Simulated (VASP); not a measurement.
A VASP calculation is set up with these files.

**KPOINTS**
```
Automatic mesh
0
Gamma
6 6 6
0 0 0
```

INCAR:
```
GGA = PE   ! PBE
PSTRESS = 450   ! kbar
ALGO = Normal
LASPH = .TRUE.   ! aspherical one-centre terms
LMAXMIX = 4
LREAL = .FALSE.
ENCUT = 500   ! plane-wave cut-off (eV)
EDIFFG = -0.02   ! ionic stop
ISIF = 3
EDIFF = 1E-6   ! SCF stop (eV)
NELM = 100   ! most electronic steps
ISMEAR = 0
IBRION = 2
PREC = Accurate
NSW = 40   ! most ionic steps
LCHARG = .FALSE.
SYSTEM = CuGaSe2
LWAVE = .FALSE.
SIGMA = 0.05   ! width (eV)
```

File POSCAR:
```
CuGaSe2
1.0
 -2.6015382355   2.6015382355   5.1490642009
  2.6015382355  -2.6015382355   5.1490642009
  2.6015382355   2.6015382355  -5.1490642009
Ga Cu Se
2 2 4
Cartesian
  0.0000000000   0.0000000000   5.1490642009
  2.6015382355   0.0000000000   2.5745321004
  0.0000000000   0.0000000000   0.0000000000
 -0.0000000000   2.6015382355   2.5745321004
  1.3483426129   1.3007691177   6.4363302511
  3.9023073532   1.2531956226  -1.2872660502
  1.2531956226   1.3007691178   1.2872660502
 -1.3007691178   1.3483426129   3.8617981507
```

POTCAR, in this order: Ga_d Cu Se (PBE.64 set). Program: vasp_std.

Translate this PBE calculation to Quantum ESPRESSO's pw.x.

One equivalent input (not run):
```
&CONTROL
  calculation = 'vc-relax'
  pseudo_dir = './pseudo'
  outdir = './out'
  tprnfor = .true.
  tstress = .true.
  nstep = 40
  forc_conv_thr = 0.00078
/
&SYSTEM
  ibrav = 0
  nat = 8
  ntyp = 3
  ecutwfc = 92
  occupations = 'smearing'
  smearing = 'gaussian'
  degauss = 0.003675
  input_dft = 'pbe'
/
&ELECTRONS
  conv_thr = 7.3e-08
  electron_maxstep = 100
/
&IONS
/
&CELL
  press = 450
/
ATOMIC_SPECIES
  Ga 69.723 Ga.upf
  Cu 63.546 Cu.upf
  Se 78.971 Se.upf
CELL_PARAMETERS angstrom
    -2.6015382    2.6015382    5.1490642
     2.6015382   -2.6015382    5.1490642
     2.6015382    2.6015382   -5.1490642
ATOMIC_POSITIONS crystal
  Ga   0.5000000  0.5000000  0.0000000
  Ga   0.2500000  0.7500000  0.5000000
  Cu   0.0000000  0.0000000  0.0000000
  Cu   0.7500000  0.2500000  0.5000000
  Se   0.8750000  0.8841433  0.5091433
  Se   0.1158567  0.6250000  0.9908567
  Se   0.3750000  0.3658567  0.4908567
  Se   0.6341433  0.1250000  0.0091433
K_POINTS automatic
  6 6 6 0 0 0
```
What does not carry over: the potentials are each code's own (VASP's PAW set, PseudoDojo norm-conserving files in pw.x), so ENCUT and ecutwfc are chosen apart and not converted; conv_thr bounds pw.x's estimated SCF error, while EDIFF bounds the energy change between steps; forc_conv_thr acts on force components and is met together with etot_conv_thr.

The compound is CuGaSe2 in the chalcopyrite structure. This run relaxes it under an external pressure of 45 GPa. Symmetry was kept, so distortions that lower it aren't found.
